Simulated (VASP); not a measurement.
Consider the following.

```
BaMg2P2
1.0
    4.35243     0.00000     0.00000
   -2.17621     3.76931     0.00000
    0.00000     0.00000     7.52257
Ba Mg P
1 2 2
Direct
  0.00000   0.00000   0.00000
  0.66667   0.33333   0.37661
  0.33333   0.66667   0.62339
  0.66667   0.33333   0.72539
  0.33333   0.66667   0.27461
```

The numbers are results of PBEsol GGA with spin-orbit coupling, VASP's PBE PAW potentials (set 64) (plane waves; VASP), not measurements. Numerical set-up: 400 eV cut-off, 5×5×3 Γ-centred mesh, Gaussian smearing of 0.050 eV, potentials Ba_sv Mg P.

**Question.** Give the energies of bands 15 to 28 at the high-symmetry points, in eV from the valence-band maximum.

**Answer.** 
```json
[
 {"band": "15", "Γ": "-0.91", "M": "-2.68", "K": "-3.10", "A": "-1.67", "L": "-3.11", "H": "-2.85"},
 {"band": "16", "Γ": "-0.91", "M": "-2.68", "K": "-3.10", "A": "-1.67", "L": "-3.11", "H": "-2.85"},
 {"band": "17", "Γ": "-0.89", "M": "-1.48", "K": "-2.75", "A": "-0.61", "L": "-1.80", "H": "-2.22"},
 {"band": "18", "Γ": "-0.89", "M": "-1.48", "K": "-2.75", "A": "-0.61", "L": "-1.80", "H": "-2.22"},
 {"band": "19", "Γ": "-0.09", "M": "-1.21", "K": "-1.14", "A": "-0.59", "L": "-1.56", "H": "-1.83"},
 {"band": "20", "Γ": "-0.09", "M": "-1.21", "K": "-1.14", "A": "-0.59", "L": "-1.56", "H": "-1.83"},
 {"band": "21", "Γ": "0.00", "M": "-1.14", "K": "-0.99", "A": "-0.49", "L": "-0.45", "H": "-1.28"},
 {"band": "22", "Γ": "0.00", "M": "-1.14", "K": "-0.99", "A": "-0.49", "L": "-0.45", "H": "-1.28"},
 {"band": "23", "Γ": "0.00", "M": "-0.98", "K": "-0.98", "A": "-0.45", "L": "-0.35", "H": "-1.27"},
 {"band": "24", "Γ": "0.00", "M": "-0.98", "K": "-0.98", "A": "-0.45", "L": "-0.35", "H": "-1.27"},
 {"band": "25", "Γ": "1.85", "M": "1.01", "K": "3.39", "A": "2.17", "L": "1.25", "H": "2.67"},
 {"band": "26", "Γ": "1.85", "M": "1.01", "K": "3.39", "A": "2.17", "L": "1.25", "H": "2.67"},
 {"band": "27", "Γ": "2.63", "M": "3.58", "K": "3.44", "A": "3.11", "L": "2.31", "H": "2.71"},
 {"band": "28", "Γ": "2.63", "M": "3.58", "K": "3.44", "A": "3.11", "L": "2.31", "H": "2.71"}
]
```

The gap is indirect, 1.01 eV, from the valence maximum at Γ to the conduction minimum at M.

The structure comes from a computed database's BaMg2P2 entry (P-3m1); how it stands against other phases isn't given here. It was relaxed first.
